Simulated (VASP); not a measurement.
Computed with PW91 GGA, VASP's PBE PAW potentials (set 64) (plane waves; VASP 6.6.1).

The input files of a VASP run:

File KPOINTS:
```
Automatic
0
G
  13 13 8
0 0 0
```

**INCAR**
```
SYSTEM  =  Ho
LASPH  =  .TRUE.   # aspherical one-centre terms
LWAVE  =  .FALSE.
PREC  =  Accurate
ENCUT  =  520   # plane-wave cut-off (eV)
GGA  =  91   # PW91
ISMEAR  =  -5   # tetrahedra, Bloechl
EDIFF  =  1E-7   # SCF stop (eV)
NEDOS  =  601
ISIF  =  2
LMAXMIX  =  6   # l cut-off of mixed one-centre charges
ALGO  =  Normal   # blocked Davidson
LREAL  =  .FALSE.
NELM  =  100   # most electronic steps
LCHARG  =  .TRUE.
LORBIT  =  11   # lm-projected
```

POSCAR:
```
Ho
1
    1.8015632865    -3.1203992009    -0.0000000000
    1.8015632865     3.1203992009     0.0000000000
   -0.0000000000    -0.0000000000     5.5439284354
Ho
2
Direct
  0.3333330000   0.6666670000   0.2500000000
  0.6666670000   0.3333330000   0.7500000000
```

POTCAR, in this order: Ho_3 (PBE.64 set). Program: vasp_std.

The run wrote:

File OSZICAR:
```
       N       E                     dE             d eps       ncg     rms          rms(c)
DAV:   1     0.857312692238E+02    0.85731E+02   -0.83336E+03  3087   0.128E+03
DAV:   2    -0.393823431845E+01   -0.89670E+02   -0.88186E+02  3960   0.545E+02
DAV:   3    -0.880311709989E+01   -0.48649E+01   -0.46494E+01  4536   0.932E+01
DAV:   4    -0.903668967363E+01   -0.23357E+00   -0.22567E+00  4682   0.129E+01
DAV:   5    -0.904279947723E+01   -0.61098E-02   -0.60341E-02  4597   0.229E+00    0.237E+01
DAV:   6    -0.903929216920E+01    0.35073E-02   -0.32350E-02  4578   0.238E+00    0.142E+01
DAV:   7    -0.904912114476E+01   -0.98290E-02   -0.56687E-02  4387   0.325E+00    0.344E-01
DAV:   8    -0.904880504240E+01    0.31610E-03   -0.36864E-03  3961   0.671E-01    0.619E-02
DAV:   9    -0.904883035991E+01   -0.25318E-04   -0.25534E-04  4612   0.196E-01    0.368E-02
DAV:  10    -0.904882594117E+01    0.44187E-05   -0.36167E-05  4581   0.634E-02    0.538E-02
DAV:  11    -0.904882594159E+01   -0.42337E-09   -0.42146E-06  4369   0.189E-02    0.386E-03
DAV:  12    -0.904882619463E+01   -0.25304E-06   -0.34621E-07  3316   0.666E-03    0.163E-03
DAV:  13    -0.904882621533E+01   -0.20696E-07   -0.38375E-08  2355   0.410E-03
   1 F= -.90488262E+01 E0= -.90488262E+01  d E =0.000000E+00
```

OUTCAR:
```
------------------------ aborting loop because EDIFF is reached ----------------------------------------
  FORCE on cell =-STRESS in cart. coord.  units (eV):
  Direction    XX          YY          ZZ          XY          YZ          ZX
  --------------------------------------------------------------------------------------
  Total       -0.0319335     -0.0319335      0.1554618      0.0000000      0.0000000     -0.0000000
  in kB       -0.8208232     -0.8208232      3.9960147      0.0000000      0.0000000     -0.0000000
  external PRESSURE =       0.7847894 kB  Pullay stress =       0.0000000 kB
  volume of cell :       62.33
      direct lattice vectors                 reciprocal lattice vectors
     1.801563286 -3.120399201  0.000000000     0.277536739 -0.160235908  0.000000000
     1.801563286  3.120399201  0.000000000     0.277536739  0.160235908  0.000000000
     0.000000000  0.000000000  5.543928435     0.000000000  0.000000000  0.180377509
 POSITION                                       TOTAL-FORCE (eV/Angst)
 -----------------------------------------------------------------------------------
      1.80156      1.04014      1.38598        -0.000000     -0.000000      0.000000
      1.80156     -1.04014      4.15795         0.000000      0.000000      0.000000
 -----------------------------------------------------------------------------------
    total drift:                                0.000000      0.000090     -0.000011
  FREE ENERGIE OF THE ION-ELECTRON SYSTEM (eV)
  ---------------------------------------------------
  free  energy   TOTEN  =        -9.0488262153 eV

  energy  without entropy=       -9.0488262153  energy(sigma->0) =       -9.04882622

 total charge

# of ion       s       p       d       tot
------------------------------------------
    1        0.479   6.451   1.100   8.030
    2        0.479   6.451   1.100   8.030
--------------------------------------------------
tot          0.958  12.903   2.199  16.061
```
(Selected blocks of OUTCAR.)

**OUTCAR**
```
 val. band max:        2.9644005667   @ k =   0.2308   0.0000   0.1250

 cond. band min:       2.9627412494   @ k =   0.1538   0.0769   0.2500


 Fermi energy:         2.9602766301

 k-point     1 :       0.0000    0.0000    0.0000
  band No.  band energies     occupation
      1     -21.2776      2.00000
      2     -20.7352      2.00000
      3     -20.7352      2.00000
      4     -20.6202      2.00000
      5     -20.6202      2.00000
      6     -20.5599      2.00000
      7      -2.2956      2.00000
      8       0.7951      2.00000
      9       4.2809      0.00000
     10       4.7866      0.00000
     11       4.7867      0.00000
     12       5.3330      0.00000
     13       5.5302      0.00000

 k-point     2 :       0.0769    0.0000    0.0000
  band No.  band energies     occupation
      1     -21.2654      2.00000
      2     -20.7583      2.00000
      3     -20.7435      2.00000
      4     -20.6450      2.00000
      5     -20.6229      2.00000
      6     -20.5663      2.00000
      7      -2.1559      2.00000
      8       0.9291      2.00000
      9       4.1064      0.00000
     10       4.4470      0.00000
     11       4.9188      0.00000
     12       5.3641      0.00000
     13       5.6478      0.00000

 k-point     3 :       0.1538    0.0000    0.0000
  band No.  band energies     occupation
      1     -21.2303      2.00000
      2     -20.8225      2.00000
      3     -20.7658      2.00000
      4     -20.7123      2.00000
      5     -20.6309      2.00000
      6     -20.5854      2.00000
      7      -1.7532      2.00000
      8       1.2950      2.00000
      9       3.6621      0.00000
     10       3.8888      0.00000
     11       4.9829      0.00000
     12       5.3110      0.00000
     13       5.4533      0.00000

 k-point     4 :       0.2308    0.0000    0.0000
  band No.  band energies     occupation
      1     -21.1762      2.00000
      2     -20.9136      2.00000
      3     -20.8035      2.00000
...
```

The 4f electrons are frozen in the core of the lanthanide potential, so 4f levels, which can set the real gap, and their magnetism are missing. For a metal the tetrahedron method with Blöchl corrections gives inexact stress and forces.

The compound is Ho in the hcp structure. It was relaxed first.
